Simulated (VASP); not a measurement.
Computed with r2SCAN meta-GGA, VASP's PBE PAW potentials (set 64) (plane waves; VASP 6.6.1). Each cell was relaxed at this level, without spin-orbit coupling.

### Question
Which of these comes out without a gap?
A) MoTe2, P6_3/mmc (194)
B) Se, P3_121 (152)
C) ZrC, Fm-3m (225)
D) MgH2, P4_2/mnm (136)

### Answer
C, ZrC, Fm-3m (225). The others have gaps of 1.01 eV (MoTe2, P6_3/mmc (194)), 4.39 eV (MgH2, P4_2/mnm (136)), 1.32 eV (Se, P3_121 (152)).
